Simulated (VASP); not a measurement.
These are LDA (Ceperley-Alder, Perdew-Zunger), VASP's LDA PAW potentials (set 64) (plane waves; VASP) values and carry that method's errors.

A VASP calculation is set up with these files.

File KPOINTS:
```
Automatic
0
gamma
  9 9 9
```

File POSCAR:
```
BP
1
    0.0000000000     2.2700000000     2.2700000000
    2.2700000000     0.0000000000     2.2700000000
    2.2700000000     2.2700000000     0.0000000000
B P
1 1
Direct
  0.0000000000   0.0000000000   0.0000000000
  0.2500000000   0.2500000000   0.2500000000
```

INCAR:
```
SYSTEM  =  BP
PREC  =  Accurate; ENCUT  =  520; LREAL  =  .False.
LASPH  =  .True.
EDIFF  =  1E-6; NELM  =  100; ALGO  =  Normal
ISMEAR  =  0; SIGMA  =  0.05
IBRION  =  2; NSW  =  60; ISIF  =  3
EDIFFG  =  -0.01
LWAVE  =  .False.; LCHARG  =  .False.
```

POTCAR, in this order: B P (LDA.64 set). Program: vasp_std.

What VASP printed:

OSZICAR:
```
       N       E                     dE             d eps       ncg     rms          rms(c)
DAV:   1     0.762931646591E+01    0.76293E+01   -0.39730E+03   560   0.885E+02
DAV:   2    -0.149287258851E+02   -0.22558E+02   -0.21294E+02   800   0.110E+02
DAV:   3    -0.152071957962E+02   -0.27847E+00   -0.27847E+00   720   0.158E+01
DAV:   4    -0.152077768521E+02   -0.58106E-03   -0.58106E-03   856   0.720E-01
DAV:   5    -0.152077771028E+02   -0.25067E-06   -0.25067E-06   728   0.129E-02    0.732E+00
DAV:   6    -0.145102957165E+02    0.69748E+00   -0.18965E+00   592   0.743E+00    0.392E+00
DAV:   7    -0.143985860013E+02    0.11171E+00   -0.28139E-01   840   0.323E+00    0.124E+00
DAV:   8    -0.143855981520E+02    0.12988E-01   -0.35095E-02   616   0.119E+00    0.239E-01
DAV:   9    -0.143856092155E+02   -0.11064E-04   -0.56268E-04   808   0.214E-01    0.146E-01
DAV:  10    -0.143856042704E+02    0.49451E-05   -0.13190E-04   576   0.812E-02    0.264E-02
DAV:  11    -0.143856066498E+02   -0.23794E-05   -0.41913E-06   872   0.157E-02    0.338E-02
DAV:  12    -0.143856063134E+02    0.33638E-06   -0.14838E-06   288   0.673E-03
   1 F= -.14385606E+02 E0= -.14385606E+02  d E =-.143856E+02
       N       E                     dE             d eps       ncg     rms          rms(c)
DAV:   1    -0.144247804072E+02   -0.39174E-01   -0.10582E+00   640   0.836E+00    0.130E+00
DAV:   2    -0.143987176476E+02    0.26063E-01   -0.54170E-02   720   0.149E+00    0.687E-01
DAV:   3    -0.143917555758E+02    0.69621E-02   -0.14942E-02   688   0.709E-01    0.192E-01
DAV:   4    -0.143912773893E+02    0.47819E-03   -0.49375E-04   696   0.167E-01    0.153E-01
DAV:   5    -0.143911607124E+02    0.11668E-03   -0.14474E-04   728   0.831E-02    0.677E-02
DAV:   6    -0.143911583268E+02    0.23856E-05   -0.32635E-06   608   0.152E-02    0.860E-03
DAV:   7    -0.143911583065E+02    0.20298E-07   -0.25368E-07   304   0.335E-03
   2 F= -.14391158E+02 E0= -.14391158E+02  d E =-.555199E-02
       N       E                     dE             d eps       ncg     rms          rms(c)
DAV:   1    -0.144054560981E+02   -0.14298E-01   -0.19201E-01   632   0.350E+00    0.542E-01
DAV:   2    -0.144006294014E+02    0.48267E-02   -0.10486E-02   720   0.652E-01    0.290E-01
DAV:   3    -0.143993709050E+02    0.12585E-02   -0.26673E-03   672   0.299E-01    0.686E-02
DAV:   4    -0.143992727269E+02    0.98178E-04   -0.10748E-04   704   0.758E-02    0.567E-02
DAV:   5    -0.143992535459E+02    0.19181E-04   -0.22883E-05   720   0.330E-02    0.277E-02
DAV:   6    -0.143992530670E+02    0.47898E-06   -0.51351E-07   352   0.611E-03
   3 F= -.14399253E+02 E0= -.14399253E+02  d E =-.136468E-01
```

**OUTCAR**
```
------------------------ aborting loop because EDIFF is reached ----------------------------------------
  FORCE on cell =-STRESS in cart. coord.  units (eV):
  Direction    XX          YY          ZZ          XY          YZ          ZX
  --------------------------------------------------------------------------------------
  Total       -0.0022471     -0.0022471     -0.0022471     -0.0000000      0.0000000     -0.0000000
  in kB       -0.1591252     -0.1591252     -0.1591252     -0.0000000      0.0000000     -0.0000000
  external PRESSURE =      -0.1591252 kB  Pullay stress =       0.0000000 kB
  volume of cell :       22.62
      direct lattice vectors                 reciprocal lattice vectors
     0.000000000  2.244837751  2.244837751    -0.222733246  0.222733246  0.222733246
     2.244837751 -0.000000000  2.244837751     0.222733246 -0.222733246  0.222733246
     2.244837751  2.244837751 -0.000000000     0.222733246  0.222733246 -0.222733246
  FREE ENERGIE OF THE ION-ELECTRON SYSTEM (eV)
  ---------------------------------------------------
  free  energy   TOTEN  =       -14.3992530670 eV

  energy  without entropy=      -14.3992530670  energy(sigma->0) =      -14.39925307

 reached required accuracy - stopping structural energy minimisation
```
(Selected blocks of OUTCAR.)

### CONTCAR
```
BP
   1.00000000000000
     0.0000000000000000    2.2448377509272532    2.2448377509272532
     2.2448377509272532   -0.0000000000000000    2.2448377509272532
     2.2448377509272532    2.2448377509272532   -0.0000000000000000
  B               P
     1     1
Direct
     0.0000000000000000    0.0000000000000000    0.0000000000000000
     0.2500000000000000    0.2500000000000000    0.2500000000000000
```

Energy and stress use the plane-wave basis of the starting cell.

The compound is BP in the zinc blende structure. This run relaxes it. Symmetry was kept, so distortions that lower it aren't found.
